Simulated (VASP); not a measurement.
Here is the system:

```
CELL_PARAMETERS angstrom
      0.00000     3.12393     3.12393
      3.12393     0.00000     3.12393
      3.12393     3.12393     0.00000
ATOMIC_POSITIONS crystal
  Ba 0.00000 0.00000 0.00000
  F  0.25000 0.25000 0.25000
  F  0.75000 0.75000 0.75000
```

Method: PBE GGA with D3 dispersion (Becke-Johnson damping), VASP's PBE PAW potentials (set 64) (plane waves; VASP). Run with 520 eV cut-off, Gaussian smearing of 0.050 eV, potentials Ba_sv F.

Unless said otherwise, spin-orbit coupling is left out, though it shifts the bands of the heavy elements here.

Problem. What does the run give for the band gap (along the path) with the smallest direct gap where there is one?

Solution. 
band gap (along the path): 6.66 eV
smallest direct gap (along the path): 6.73 eV

Total energies compare only between runs with the same potentials, cut-off and functional.

The compound is BaF2 in the fluorite structure. It was relaxed first.
